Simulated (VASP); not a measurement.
Level of theory: PBEsol GGA, VASP's PBE PAW potentials (set 64) (plane waves; VASP).

VASP input:

POSCAR:
```
GdSe
1.0
  0.0000000000   2.8855000000   2.8855000000
  2.8855000000   0.0000000000   2.8855000000
  2.8855000000   2.8855000000   0.0000000000
Gd Se
1 1
Cartesian
  0.0000000000   0.0000000000   0.0000000000
  2.8855000000   2.8855000000   2.8855000000
```

### INCAR
```
# general
SYSTEM   =  GdSe
PREC     =  Accurate
ENCUT    =  300   # plane-wave cut-off (eV)
LREAL    =  .FALSE.
LASPH    =  .TRUE.

# electronic loop
EDIFF    =  1E-6   # SCF stop (eV)
NELM     =  100
ALGO     =  Normal   # blocked Davidson
LMAXMIX  =  6

# smearing
ISMEAR   =  0   # Gaussian
SIGMA    =  0.136   # width (eV)

# functional
GGA      =  PS

# spin
ISPIN    =  2   # spin-polarised
MAGMOM   =  7.0 0.0

# ions
ISIF     =  2   # forces and stress, cell fixed

# output
LWAVE    =  .FALSE.
LCHARG   =  .FALSE.
LORBIT   =  11
```

KPOINTS:
```
Automatic mesh
0
Gamma
5 5 5
0 0 0
```

POTCAR, in this order: Gd Se (PBE.64 set). Program: vasp_std.

Output of the run:

File OUTCAR:
```
 ion  position               nearest neighbor table
   1  0.000  0.000  0.000-   2 2.89   2 2.89   2 2.89   2 2.89   2 2.89   2 2.89
   2  0.500  0.500  0.500-   1 2.89   1 2.89   1 2.89   1 2.89   1 2.89   1 2.89
  LATTYP: Found a face centered cubic cell.
 ALAT       =     5.7710000000
 Subroutine PRICEL returns:
 Original cell was already a primitive cell.
 Subroutine GETGRP returns: Found 48 space group operations
The static configuration has the point symmetry O_h .
The dynamic configuration has the point symmetry O_h .
The overall configuration has the point symmetry O_h .
 Subroutine INISYM returns: Found 48 space group operations
 Subroutine IBZKPT returns following result:
 Found     10 irreducible k-points:

 Following reciprocal coordinates:
            Coordinates               Weight
  0.000000  0.000000  0.000000      1.000000
  0.200000  0.000000  0.000000      8.000000
  0.400000  0.000000  0.000000      8.000000
  0.200000  0.200000  0.000000      6.000000
  0.400000  0.200000  0.000000     24.000000
 -0.400000  0.200000  0.000000     24.000000
 -0.200000  0.200000  0.000000     12.000000
  0.400000  0.400000  0.000000      6.000000
 -0.400000  0.400000  0.000000     12.000000
 -0.400000  0.400000  0.200000     24.000000
   k-points           NKPTS =     10   k-points in BZ     NKDIM =     10   number of bands    NBANDS=     20
   number of dos      NEDOS =    301   number of ions     NIONS =      2
   total plane-waves  NPLWV =  13824
   dimension x,y,z NGX =    24 NGY =   24 NGZ =   24
   dimension x,y,z NGXF=    48 NGYF=   48 NGZF=   48
   ions per type =               1   1
   PREC   = accura    normal or accurate (medium, high low for compatibility)
   ISTART =      0    job   : 0-new  1-cont  2-samecut
   ICHARG =      2    charge: 1-file 2-atom 10-const
   ISPIN  =      2    spin polarized calculation?
   LNONCOLLINEAR =      F non collinear calculations
   LSORBIT =      F    spin-orbit coupling
   INIWAV =      1    electr: 0-lowe 1-rand  2-diag
...
```

**OSZICAR**
```
       N       E                     dE             d eps       ncg     rms          rms(c)
DAV:   1     0.112602199462E+03    0.11260E+03   -0.69995E+03   996   0.203E+03
DAV:   2    -0.177299958018E+01   -0.11438E+03   -0.10305E+03   932   0.232E+02
DAV:   3    -0.154036005119E+02   -0.13631E+02   -0.13369E+02   944   0.804E+01
DAV:   4    -0.175174045278E+02   -0.21138E+01   -0.21027E+01  1460   0.255E+01
DAV:   5    -0.175670023097E+02   -0.49598E-01   -0.49550E-01  1192   0.442E+00    0.379E+01
DAV:   6    -0.219320136504E+02   -0.43650E+01   -0.15384E+01  1044   0.690E+01    0.619E+01
DAV:   7    -0.196132545569E+02    0.23188E+01   -0.32208E+00   972   0.318E+01    0.269E+01
DAV:   8    -0.200134458255E+02   -0.40019E+00   -0.19641E+00  1012   0.298E+01    0.274E+01
DAV:   9    -0.196839156917E+02    0.32953E+00   -0.19018E+00   936   0.241E+01    0.492E+00
DAV:  10    -0.197403186822E+02   -0.56403E-01   -0.28325E-01  1188   0.511E+00    0.115E+01
DAV:  11    -0.197469262072E+02   -0.66075E-02   -0.17769E-02  1424   0.174E+00    0.810E+00
DAV:  12    -0.197222040396E+02    0.24722E-01   -0.55248E-02  1056   0.482E+00    0.405E+00
DAV:  13    -0.197187395876E+02    0.34645E-02   -0.44611E-02  1128   0.451E+00    0.156E+00
DAV:  14    -0.197192800000E+02   -0.54041E-03   -0.50678E-03  1264   0.682E-01    0.146E-01
DAV:  15    -0.197193309516E+02   -0.50952E-04   -0.81508E-04  1220   0.179E-01    0.532E-01
DAV:  16    -0.197193245531E+02    0.63985E-05   -0.19478E-04  1144   0.295E-01    0.330E-01
DAV:  17    -0.197193235470E+02    0.10061E-05   -0.25136E-05  1320   0.481E-02    0.358E-02
DAV:  18    -0.197193223407E+02    0.12063E-05   -0.11792E-05   892   0.752E-02    0.617E-02
DAV:  19    -0.197193228064E+02   -0.46574E-06   -0.20921E-06   820   0.239E-02
   1 F= -.19719323E+02 E0= -.19711676E+02  d E =-.152935E-01  mag=     6.8001
```

OUTCAR:
```
------------------------ aborting loop because EDIFF is reached ----------------------------------------
  FORCE on cell =-STRESS in cart. coord.  units (eV):
  Direction    XX          YY          ZZ          XY          YZ          ZX
  --------------------------------------------------------------------------------------
  Total       -0.2042611     -0.2042611     -0.2042611      0.0000000      0.0000000      0.0000000
  in kB       -6.8108764     -6.8108764     -6.8108764      0.0000000      0.0000000      0.0000000
  external PRESSURE =      -6.8108764 kB  Pullay stress =       0.0000000 kB
  volume of cell :       48.05
      direct lattice vectors                 reciprocal lattice vectors
     0.000000000  2.885500000  2.885500000    -0.173280194  0.173280194  0.173280194
     2.885500000  0.000000000  2.885500000     0.173280194 -0.173280194  0.173280194
     2.885500000  2.885500000  0.000000000     0.173280194  0.173280194 -0.173280194
 POSITION                                       TOTAL-FORCE (eV/Angst)
 -----------------------------------------------------------------------------------
      0.00000      0.00000      0.00000        -0.000000      0.000000     -0.000000
      2.88550      2.88550      2.88550         0.000000     -0.000000      0.000000
 -----------------------------------------------------------------------------------
    total drift:                                0.000000     -0.000000     -0.000000
  FREE ENERGIE OF THE ION-ELECTRON SYSTEM (eV)
  ---------------------------------------------------
  free  energy   TOTEN  =       -19.7193228064 eV

  energy  without entropy=      -19.7040293447  energy(sigma->0) =      -19.71167608

 total charge

# of ion       s       p       d       f       tot
--------------------------------------------------
    1        2.013   5.574   0.525   7.131  15.243
    2        1.433   2.466   0.042   0.000   3.941
--------------------------------------------------
tot          3.446   8.040   0.567   7.131  19.185

 magnetization (x)

# of ion       s       p       d       f       tot
--------------------------------------------------
    1       -0.005  -0.061   0.058   6.659   6.650
    2       -0.003  -0.031   0.001   0.000  -0.033
--------------------------------------------------
tot         -0.008  -0.092   0.058   6.659   6.617
```
(Selected blocks of OUTCAR.)

At this cut-off the stress carries a Pulay error, which pulls relaxed volumes low. The moments were started parallel, and other spin orders were not tried in this run.

The structure comes from a measured GdSe entry of the Crystallography Open Database, whose conditions weren't checked. The cell was not relaxed at this level. The k-mesh is coarse (spacing up to 0.38 per Å, 2π included), so the numbers may not be converged in it.
